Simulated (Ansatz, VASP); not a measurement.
**HfOs in two plane-wave programs**

One calculation is typed for both programs; each brings its own data sets. How far apart do they land? The cell is taken from a series of runs on this material, whose earlier steps may have relaxed, scaled, displaced or heated it; both programs get it as it stands.

Main program and level: Ansatz 0.2.0; plane waves, with VASP 6.6.1 beside it; relaxation of cell and atoms at PBEsol and zone-centre phonons at PBEsol.

## 1. The starting structure

Symmetry: Pm-3m, No. 221, cubic system. Conventional cell: a = 3.224 Å, b = 3.224 Å, c = 3.224 Å, α = 90.00°, β = 90.00°, γ = 90.00°. Hf has 8 Os at 2.79 Å nearest. Nearest to Os lie 8 Hf at 2.79 Å. Farther neighbours are not listed.

## 2. VASP: relaxation of cell and atoms, PBEsol

The relaxed volume is the usual yardstick between codes: in a stiff, nearly cubic crystal its relative difference is about their pressure difference at one cell divided by the bulk modulus.

Lines of VASP's logs that name or quote its potential files are left out, and so is its time.

INCAR reads:

```
SYSTEM = HfOs
PREC = Accurate
ENCUT = 600
EDIFF = 1E-07
NELM = 120
ISMEAR = 1
SIGMA = 0.2
LREAL = .FALSE.
ALGO = Normal
GGA = PS
NBANDS = 15
LASPH = .TRUE.
LORBIT = 11
LWAVE = .FALSE.
LCHARG = .FALSE.
ISIF = 3
IBRION = 2
NSW = 80
EDIFFG = -0.005
GGA_COMPAT = .FALSE.
NELMIN = 4
KPAR = 2
```

POSCAR reads:

```
HfOs
1.0
    3.2242500000      0.0000000000      0.0000000000
    0.0000000000      3.2242500000      0.0000000000
    0.0000000000      0.0000000000      3.2242500000
Hf Os
1 1
Direct
    0.0000000000      0.0000000000      0.0000000000
    0.5000000000      0.5000000000      0.5000000000
```

KPOINTS reads:

```
Automatic mesh
0
Gamma
16 16 16
0 0 0
```

PAW data sets: Hf_pv and Os (PBE family, release 64).

Started as:

```sh
> mpirun -np 2 vasp_std
```

Numbers of over 12 decimals in the logs are rounded to 6 here.

What it wrote:

```text
[banner, memory and clock lines left out]
running    2 mpi-ranks, on    1 nodes
 distrk:  each k-point on    1 cores,    2 groups
 distr:  one band on    1 cores,    1 groups

 POSCAR found type information on POSCAR HfOs
 POSCAR found :  2 types and       2 ions
|                                                                             |
|               ----> ADVICE to this user running VASP <----                  |
|                                                                             |
|     You enforced a specific xc type in the INCAR file but a different       |
|     [... a line on the potential file left out ...]
|     I HOPE YOU KNOW WHAT YOU ARE DOING!                                     |
|                                                                             |

 LDA part: xc-table for (Slater+PW92), standard interpolation
 POSCAR, INCAR and KPOINTS ok, starting setup
 FFT: planning ... GRIDC
 FFT: planning ... GRID_SOFT
 FFT: planning ... GRID
 WAVECAR not read
 entering main loop
       N       E                     dE             d eps       ncg     rms          rms(c)
DAV:   1     0.782146547005E+02    0.78215E+02   -0.10123E+04  4950   0.129E+03
DAV:   2    -0.209053779516E+02   -0.99120E+02   -0.90474E+02  5706   0.322E+02
DAV:   3    -0.250937288262E+02   -0.41884E+01   -0.40587E+01  6399   0.477E+01
DAV:   4    -0.251441273012E+02   -0.50398E-01   -0.50355E-01  5468   0.617E+00
DAV:   5    -0.251448569392E+02   -0.72964E-03   -0.72960E-03  6289   0.616E-01    0.711E+01
DAV:   6    -0.244184971972E+02    0.72636E+00   -0.11574E+00  6562   0.798E+00    0.377E+01
DAV:   7    -0.242677051939E+02    0.15079E+00   -0.11041E+00  6015   0.740E+00    0.139E+01
DAV:   8    -0.241487139049E+02    0.11899E+00   -0.40650E-01  6714   0.494E+00    0.182E+00
DAV:   9    -0.241446382372E+02    0.40757E-02   -0.30470E-02  5454   0.144E+00    0.978E-01
DAV:  10    -0.241444315156E+02    0.20672E-03   -0.78648E-04  6105   0.218E-01    0.801E-02
DAV:  11    -0.241444333932E+02   -0.18775E-05   -0.25676E-05  5550   0.430E-02    0.725E-02
DAV:  12    -0.241444325663E+02    0.82692E-06   -0.63869E-06  6364   0.202E-02    0.181E-02
DAV:  13    -0.241444327376E+02   -0.17131E-06   -0.39171E-07  5489   0.481E-03    0.475E-03
DAV:  14    -0.241444327100E+02    0.27581E-07   -0.14082E-08  2671   0.115E-03
   1 F= -.24144433E+02 E0= -.24144560E+02  d E =-.241444E+02
 curvature:   0.00 expect dE= 0.000E+00 dE for cont linesearch  0.000E+00
 trial: gam= 0.00000 g(F)=  0.000E+00 g(S)=  0.230E-02 ort = 0.000E+00 (trialstep = 0.100E+01)
 search vector abs. value=  0.230E-02
 bond charge predicted
       N       E                     dE             d eps       ncg     rms          rms(c)
DAV:   1    -0.241561762066E+02   -0.11743E-01   -0.30114E-01  4950   0.428E+00    0.228E+00
DAV:   2    -0.241464607499E+02    0.97155E-02   -0.41929E-02  6347   0.176E+00    0.450E-01
DAV:   3    -0.241433456257E+02    0.31151E-02   -0.88909E-03  6003   0.725E-01    0.548E-01
DAV:   4    -0.241424493231E+02    0.89630E-03   -0.29725E-03  5706   0.457E-01    0.255E-01
DAV:   5    -0.241424547502E+02   -0.54271E-05   -0.56279E-05  5979   0.591E-02    0.265E-01
DAV:   6    -0.241424538840E+02    0.86630E-06   -0.18051E-05  6520   0.352E-02    0.213E-01
DAV:   7    -0.241424749878E+02   -0.21104E-04   -0.49252E-05  6796   0.600E-02    0.141E-01
DAV:   8    -0.241424734783E+02    0.15094E-05   -0.13891E-06  5713   0.916E-03    0.124E-01
DAV:   9    -0.241424667651E+02    0.67132E-05   -0.29175E-06  6776   0.133E-02    0.104E-01
DAV:  10    -0.241424641435E+02    0.26216E-05   -0.10604E-06  7207   0.772E-03    0.862E-02
DAV:  11    -0.241424620285E+02    0.21149E-05   -0.12502E-06  6182   0.890E-03    0.611E-02
DAV:  12    -0.241424607612E+02    0.12673E-05   -0.12328E-06  6458   0.872E-03    0.374E-02
DAV:  13    -0.241424602566E+02    0.50467E-06   -0.96144E-07  6445   0.762E-03    0.175E-02
DAV:  14    -0.241424602494E+02    0.72018E-08   -0.31924E-07  4374   0.443E-03
   2 F= -.24142460E+02 E0= -.24142526E+02  d E =0.197246E-02
 trial-energy change:    0.001972  1 .order    0.002024   -0.002297    0.006344
 step:   0.2729(harm=  0.2658)  dis= 0.00000  next Energy=   -24.144747 (dE=-0.314E-03)
 bond charge predicted
       N       E                     dE             d eps       ncg     rms          rms(c)
DAV:   1    -0.241520512608E+02   -0.95910E-02   -0.15888E-01  4950   0.311E+00    0.166E+00
DAV:   2    -0.241469653016E+02    0.50860E-02   -0.23026E-02  6396   0.129E+00    0.342E-01
DAV:   3    -0.241452440267E+02    0.17213E-02   -0.51286E-03  6041   0.545E-01    0.408E-01
DAV:   4    -0.241447468128E+02    0.49721E-03   -0.16498E-03  5706   0.339E-01    0.182E-01
DAV:   5    -0.241447498953E+02   -0.30825E-05   -0.31954E-05  6021   0.440E-02    0.183E-01
DAV:   6    -0.241447537499E+02   -0.38546E-05   -0.42318E-06  6845   0.149E-02    0.186E-01
DAV:   7    -0.241448414979E+02   -0.87748E-04   -0.24577E-04  5664   0.111E-01    0.282E-01
DAV:   8    -0.241447748719E+02    0.66626E-04   -0.55254E-05  5860   0.582E-02    0.171E-01
DAV:   9    -0.241447481963E+02    0.26676E-04   -0.52750E-05  6785   0.553E-02    0.571E-02
DAV:  10    -0.241447475153E+02    0.68103E-06   -0.11024E-06  6136   0.801E-03    0.423E-02
DAV:  11    -0.241447469064E+02    0.60886E-06   -0.94863E-07  6160   0.757E-03    0.241E-02
DAV:  12    -0.241447469954E+02   -0.88955E-07   -0.10694E-06  6300   0.827E-03    0.202E-03
DAV:  13    -0.241447471130E+02   -0.11761E-06   -0.65970E-08  2496   0.226E-03    0.453E-03
DAV:  14    -0.241447470291E+02    0.83907E-07   -0.36049E-08  2482   0.238E-03
   3 F= -.24144747E+02 E0= -.24144859E+02  d E =-.314319E-03
 curvature:  -0.13 expect dE=-0.373E-07 dE for cont linesearch -0.373E-07
 trial: gam= 0.00000 g(F)=  0.131E-65 g(S)=  0.280E-06 ort =-0.254E-04 (trialstep = 0.855E+00)
 search vector abs. value=  0.281E-06
 reached required accuracy - stopping structural energy minimisation
```

OUTCAR, selected parts (step 2):

```text
ion  position               nearest neighbor table
   1  0.000  0.000  0.000-   2 2.79   2 2.79   2 2.79   2 2.79   2 2.79   2 2.79   2 2.79   2 2.79

  LATTYP: Found a simple cubic cell.
 ALAT       =     3.2242500000

 Subroutine GETGRP returns: Found 48 space group operations
 (whereof 48 operations were pure point group operations)

The static configuration has the point symmetry O_h .

 Found    165 irreducible k-points:

   k-points           NKPTS =    165   k-points in BZ     NKDIM =    165   number of bands    NBANDS=     15

   dimension x,y,z NGX =    28 NGY =   28 NGZ =   28
   dimension x,y,z NGXF=    56 NGYF=   56 NGZF=   56

   ENCUT  =  600.0 eV  44.10 Ry    6.64 a.u.   6.44  6.44  6.44*2*pi/ulx,y,z

   NELECT =      18.0000    total number of electrons

 k-points in reciprocal lattice and weights: Automatic mesh
   0.00000000  0.00000000  0.00000000       0.000
   0.06250000  0.00000000  0.00000000       0.001
   0.12500000  0.00000000  0.00000000       0.001
   0.18750000  0.00000000  0.00000000       0.001
   0.25000000  0.00000000  0.00000000       0.001
   0.31250000  0.00000000  0.00000000       0.001
   0.37500000  0.00000000  0.00000000       0.001
   0.43750000  0.00000000  0.00000000       0.001
   0.50000000  0.00000000  0.00000000       0.001
[...]
0.50000000  0.50000000  0.43750000       0.001
   0.50000000  0.50000000  0.50000000       0.000

 average (electrostatic) potential at core
       1 -34.5978       2 -44.7118

 E-fermi :   7.0659

 k-point     1 :       0.0000    0.0000    0.0000
  band No.  band energies     occupation
    ...
      5       1.6636      2.00000
      6       1.6636      2.00000
      7       5.5154      2.00000
      8       5.5154      2.00000
      9       5.5154      2.00000
     10       9.6579     -0.00000
     11       9.6579     -0.00000
     12      13.3131      0.00000
     13      13.3131      0.00000
     14      13.3131      0.00000
    ...

 k-point     2 :       0.0625    0.0000    0.0000
  band No.  band energies     occupation
    ...
      5       1.7061      2.00000
      6       1.7335      2.00000
      7       5.5018      2.00000
      8       5.5018      2.00000
      9       5.5437      2.00000
     10       9.5324     -0.00000
     11       9.6977     -0.00000
     12      12.7589      0.00000
     13      12.7589      0.00000
     14      13.2396      0.00000
    ...

 k-point     3 :       0.1250    0.0000    0.0000
  band No.  band energies     occupation
    ...
      5       1.8322      2.00000
      6       1.9328      2.00000
      7       5.4656      2.00000
      8       5.4656      2.00000
      9       5.6266      2.00000
     10       9.1787     -0.00000
     11       9.7985     -0.00000
     12      11.8191      0.00000
     13      11.8191      0.00000
     14      13.0305      0.00000
    ...

  Total        0.0019685      0.0019685      0.0019685     -0.0000000      0.0000000     -0.0000000
  in kB        0.0944237      0.0944237      0.0944237     -0.0000000      0.0000000     -0.0000000
  external PRESSURE =       0.0944237 kB  Pullay stress =       0.0000000 kB

  energy-cutoff  :      600.00
  volume of cell :       33.40
      direct lattice vectors                 reciprocal lattice vectors
     3.220468700  0.000000000 -0.000000000     0.310513808 -0.000000000 -0.000000000
     0.000000000  3.220468700  0.000000000    -0.000000000  0.310513808 -0.000000000
     0.000000000  0.000000000  3.220468700     0.000000000 -0.000000000  0.310513808

 POSITION                                       TOTAL-FORCE (eV/Angst)
 -----------------------------------------------------------------------------------
      0.00000      0.00000      0.00000        -0.000000     -0.000000      0.000000
      1.61023      1.61023      1.61023         0.000000      0.000000      0.000000
 -----------------------------------------------------------------------------------
    total drift:                               -0.000000      0.000000      0.000000

  FREE ENERGIE OF THE ION-ELECTRON SYSTEM (eV)
  ---------------------------------------------------
  free  energy   TOTEN  =       -24.1447470291 eV

  energy  without entropy=      -24.1450836671  energy(sigma->0) =      -24.14485924

 reached required accuracy - stopping structural energy minimisation

 total charge
# of ion       s       p       d       tot
------------------------------------------
    1        0.393   6.640   1.641   8.674
    2        0.663   0.554   6.123   7.340
--------------------------------------------------
tot          1.055   7.194   7.764  16.014

[... 3 further parts left out ...]
```

CONTCAR:

```
HfOs
   1.00000000000000
     3.2204686995129417    0.0000000000000000   -0.0000000000000000
     0.0000000000000000    3.2204686995129417    0.0000000000000000
     0.0000000000000000    0.0000000000000000    3.2204686995129417
  Hf              Os
     1     1
Direct
     0.0000000000000000    0.0000000000000000    0.0000000000000000
     0.5000000000000000    0.5000000000000000    0.5000000000000000
```

## 3. Ansatz: relaxation of cell and atoms, PBEsol

Ansatz runs on its PAW soft_1 files.

The same cell, functional, mesh and smearing now go to Ansatz, which takes its cutoff from its data sets.

input.yaml reads:

```yaml
crystal:
  lattice:
    - [3.2242504369, 0.0, 0.0]
    - [0.0, 3.2242504369, 0.0]
    - [0.0, 0.0, 3.2242504369]
  atoms:
    - { symbol: Hf, position: [0.0, 0.0, 0.0] }
    - { symbol: Os, position: [0.5, 0.5, 0.5] }
kpoints:
  mp_grid: { grid: [16, 16, 16] }
hamiltonian:
  xc: pbesol
  pseudopotentials: { kind: paw, azcp: { folder: soft_1 }, xc_functional: pbe }
scf:
  occupations: { method: methfessel_paxton, width: 0.2 }
output:
  forces: true
  stress: true
  eigenvalues: true
relax:
  adjacent_minimum: "off"
  f_tol: 0.001
  max_steps: 60
  cell: { stress_tol: 0.01 }
```

Started as:

```sh
> ansatz run input.yaml --threads 4 --pin off --max-ram 10240MiB --backend cpu --events-out ev --progress --plain --runs-dir out
```

What it wrote:

```text
Engine: ansatz 0.2.0, aarch64-unknown-linux-gnu
Pseudopotentials: kind: paw
Pseudopotential: Hf, paw, valence charge 26, recommended cutoff 420 eV (normal), soft_1/Hf.paw.azcp
Pseudopotential: Os, paw, valence charge 16, recommended cutoff 420 eV (normal), soft_1/Os.paw.azcp
Functional definition: PBEsol
  exchange = pbesol_x
  correlation = pbesol_c
Crystal: 2 atoms, lattice volume = 33.519 Å³
Basis set: ecut = 420 eV, 691 PW (Γ), exchange–correlation on 48×48×48 points (8 copies of the dense FFT grid, shifted against one another)
Bands: 26, of which v1, the nominal top of the filled ones, is band 21 counted from 1 (20 counted from 0)
Symmetry: 48 space group operations
Space group: Pm-3m (ITA 221), of the structure as read, at distance tolerance 3.2e-5 Å
k-points: 165 of 4096
Non-local potential: Hf, projectors of the file, l = 0: 3, l = 1: 2, l = 2: 2, l = 3: 3
Non-local potential: Os, projectors of the file, l = 0: 3, l = 1: 2, l = 2: 2, l = 3: 1
PAW form: soft (Blöchl's): semilocal exchange-correlation on the pseudo side does not see the compensation charge
PAW frozen core: Hf, regenerated for the run's functional, and the local potential with it (the file was generated under x = pbe(κ = 0.804, μ = 0.219515), c = pbe(β = 0.066725))
PAW frozen core: Os, regenerated for the run's functional, and the local potential with it (the file was generated under x = pbe(κ = 0.804, μ = 0.219515), c = pbe(β = 0.066725))
PAW one-centre angular grid: Hf, 590 points (default); XC on 64 Gauss nodes
PAW one-centre angular grid: Os, 590 points (default); XC on 64 Gauss nodes
Initial density: superposition of atomic densities (chi_scale 0.1, normalization cell, long waves kept (reshape's long-wave potential 0.00 eV rms))
Initial wavefunctions: pseudopotential atomic-orbital guess
Functional: x = pbesol(κ = 0.804, μ = 0.123457), c = pbesol(β = 0.046)
SCF iter   1: F=—  HF=-26855.059608 eV  |F-HF|=—  |Δ(HF+E_count)|=         —  Δρ=1.67e-1  dr2=1.62e1  ethr=3.10e-3  ⟨swp⟩=4.7  Hψ=15669  notcnv=0
preconditioner: auto → Kerker (q_TF=auto, 2.833 Å⁻¹)  [metal: Δε(μ)=0.027 eV  Ē_g=16.510 eV  σ=0.200 eV  W_gap=0.11  n_scr=18 (ndim 8)  ℏωp=36.3 eV  f_vac=0.000  D(μ)=0.88/eV (n_scr^D=6)]
SCF iter   2: F=—  HF=-26853.253920 eV  |F-HF|=—  |Δ(HF+E_count)|=    1.81e0  S|Δr|=    0.00e0  Δρ=9.27e-2  dr2=5.12e0  ethr=3.10e-3  ⟨swp⟩=2.9  Hψ=9256  notcnv=0  defer=115
SCF iter   3: F=—  HF=-26852.524996 eV  |F-HF|=—  |Δ(HF+E_count)|=   7.29e-1  S|Δr|=    0.00e0  Δρ=1.51e-2  dr2=1.19e-1  ethr=3.10e-3  ⟨swp⟩=2.2  Hψ=7376  notcnv=0  defer=115
SCF iter   4: F=—  HF=-26852.426257 eV  |F-HF|=—  |Δ(HF+E_count)|=   9.87e-2  S|Δr|=    0.00e0  Δρ=9.56e-3  dr2=2.71e-2  ethr=2.83e-4  ⟨swp⟩=2.1  Hψ=8711  notcnv=0  defer=81
SCF iter   5: F=—  HF=-26852.424304 eV  |F-HF|=—  |Δ(HF+E_count)|=   1.95e-3  S|Δr|=    0.00e0  Δρ=2.80e-3  dr2=1.70e-3  ethr=6.46e-5  ⟨swp⟩=2.0  Hψ=7571  notcnv=0  defer=81
SCF iter   6: F=—  HF=-26852.423905 eV  |F-HF|=—  |Δ(HF+E_count)|=   3.99e-4  S|Δr|=    0.00e0  Δρ=5.82e-4  dr2=4.95e-5  ethr=4.05e-6  ⟨swp⟩=2.0  Hψ=7330  notcnv=0  defer=81
SCF iter   7: F=—  HF=-26852.423863 eV  |F-HF|=—  |Δ(HF+E_count)|=   4.21e-5  S|Δr|=    0.00e0  Δρ=9.88e-5  dr2=2.18e-6  ethr=1.18e-7  ⟨swp⟩=2.3  Hψ=6713  notcnv=0  defer=81
SCF iter   8: F=—  HF=-26852.423864 eV  |F-HF|=—  |Δ(HF+E_count)|=   7.89e-7  S|Δr|=    0.00e0  Δρ=4.71e-5  dr2=7.93e-7  ethr=5.20e-9  ⟨swp⟩=2.2  Hψ=6795  notcnv=0  defer=81
SCF iter   9: F=-26852.423863 eV  HF=-26852.423863 eV  |F-HF|=2.38e-8  |Δ(HF+E_count)|=   2.87e-7  S|Δr|=    0.00e0  Δρ=1.20e-5  dr2=3.61e-8  ethr=2.38e-10  ⟨swp⟩=6.9  Hψ=22237  notcnv=0
SCF 1 converged in 9 iterations: F = -26852.423863 eV  dr2 = 3.61e-8
  greatest PAW one-centre occupation: 1.000 electrons in one spin orbital (limit 2), on the Os atom at site 1 (counted from 0), in its partial waves of l = 0
relax step   1: F+E_penalty+E_count = -26852.42386346 eV  Δ(F+E_penalty+E_count) = +0.000e0 eV  max|allowed force component| = 2.235e-30 eV/Å  Δτ_max = 0.0000 Å  P = +0.062 GPa  Ω = 33.519 Å³  (9 SCF iters, dr2 threshold 1.00e-7 eV, accepted)
[...]
relax step   2: F+E_penalty+E_count = -26852.42383295 eV  Δ(F+E_penalty+E_count) = +3.051e-5 eV  max|allowed force component| = 2.189e-29 eV/Å  Δτ_max = 0.0000 Å  P = -0.173 GPa  Ω = 33.552 Å³  energy of the carried Pulay correction = -1.912e-5 eV  (5 SCF iters, dr2 threshold 9.60e-9 eV, rejected (line search))
[...]
relax step   3: F+E_penalty+E_count = -26852.42386014 eV  Δ(F+E_penalty+E_count) = +3.327e-6 eV  max|allowed force component| = 2.104e-29 eV/Å  Δτ_max = 0.0000 Å  P = +0.000 GPa  Ω = 33.527 Å³  energy of the carried Pulay correction = -5.045e-6 eV  (8 SCF iters, accepted)
[...]
relax step   4: F+E_penalty+E_count = -26852.42386187 eV  Δ(F+E_penalty+E_count) = -1.735e-6 eV  max|allowed force component| = 2.971e-29 eV/Å  Δτ_max = 0.0000 Å  P = +0.000 GPa  Ω = 33.527 Å³  stress off target by 3.45e-4 GPa  SCF on the basis re-selected at this cell (its energy is not comparable with the rows above)  (5 SCF iters)
basis re-selected at this cell: Δ(F+E_penalty+E_count) = -1.735e-6 eV, ΔP = +0.000 GPa vs the last step (what re-selecting the basis moved, of the pressure what is left beyond the Pulay correction that the steps carried, after the strain that the cell walked since its last selection, with what the two solves' SCF thresholds leave and, on support functions, any second-order correction that the steps lacked; it is no m [...]
SCF converged after 5 iterations
Stability not checked: this state was not tested for a lower state beside it, because cold or Methfessel-Paxton smearing, or corrected tetrahedra, fill the levels in a way that the test cannot read (fill_not_monotonic; see scf.lower_state_search)
Free energy (F): -26852.423862 eV
Harris-Foulkes:  -26852.423862 eV  (|F-HF|=7.28e-12)
Internal energy: -26852.424193 eV  (E = F + TS)
E sigma→0 (E₀):  -26852.423945 eV
Entropy (-TS):   0.000331 eV (0.165 meV/atom)
Fermi energy:    22.763648 eV
--- Per-component energies (eV) ---
  E_band       = 5.588448
  E_kinetic    = 902.973141
  E_local      = -6933.472608  (includes V_loc(G=0)·N_el)
  E_nonlocal   = 267.951394
  E_hartree    = 3294.160670
  E_xc         = -498.147674
  E_vxc        = -501.832757  (∫ρ·V_xc dr)
  E_paw        = -16493.215013  (= ΣΔE_a)
  E_vpaw       = -318.352596  (= ΣTr[D̂ρ^β])
  E_aug_tail   = 0.000555  (compensation charges beyond the density's cutoff)
  E_ewald      = -7394.173711
  E_core_change = 1.499054  (= ΣΔE_core)
  E_smearing   = 0.000331  (= −TS)
  E_closure    = 0.000000  (closes the sum)
  Σ components = -26852.423862   (vs F -26852.423862, Δ=0.00e0)
--- Forces (eV/Å), atoms counted from 1 ---
  atom   1  Hf     0.00000000     0.00000000     0.00000000
  atom   2  Os    -0.00000000    -0.00000000    -0.00000000
  max |Σ_I F_I| component: 5.84e-29 eV/Å
--- Stress (GPa, compression-positive) ---
        0.000345      -0.000000       0.000000
       -0.000000       0.000345       0.000000
        0.000000       0.000000       0.000345
  P = ⅓ Tr σ = 0.0003 GPa (0.003 kbar)
--- Band table (eV; the first three rows and the last of 165) ---
  k-point 0: bands = [... 17 lower, 17.3865, 21.2200, 21.2200, 21.2200, 25.3457, 25.3457, 28.9754, 28.9754, ... 1 higher]
  k-point 1: bands = [... 17 lower, 17.4562, 21.2075, 21.2075, 21.2493, 25.2202, 25.3853, 28.4220, 28.4220, ... 1 higher]
  k-point 2: bands = [... 17 lower, 17.6549, 21.1743, 21.1743, 21.3353, 24.8670, 25.4856, 27.4858, 27.4858, ... 1 higher]
  k-point 164: bands = [... 17 lower, 19.6055, 20.7298, 20.7298, 20.7298, 23.4701, 23.4701, 27.1637, 29.2337, ... 1 higher]
--- Relaxed structure (3 steps of the walk, 2 accepted, 1 SCFs on fresh bases) ---
  F+E_penalty+E_count = -26852.42386187 eV   max|allowed force component| = 2.971e-29 eV/Å   (the final SCF, on the basis selected at the relaxed cell)
  cell:  # Å, volume = 33.5273 Å³
    - [3.224529, 0, 0.0]
    - [0, 3.224529, 0.0]
    - [0.0, 0.0, 3.224529]
  atoms:
    - { symbol: Hf, position: [0, 0, 0] }
    - { symbol: Os, position: [0.500000, 0.500000, 0.500000] }
```

Reading the cycles: dr2 is the Hartree energy of the density residual (eV), the measure of convergence; HF is the Harris–Foulkes estimate of the energy, which meets the free energy F at convergence.

(Part 1 of 2 ends here.)

[Lines on the potential files, build, host, timing and source positions are cut from VASP's logs without a mark.]

[Logs are printed without paths, hosts, clocks, repeated set-up lines and the standing remarks that a program may print on its own settings, such as how far it seeks lower states.]

[Hosts, paths, dates, database ids (printed as entryN), source tags and the programs' standing remarks are cut or masked in the printed files.]
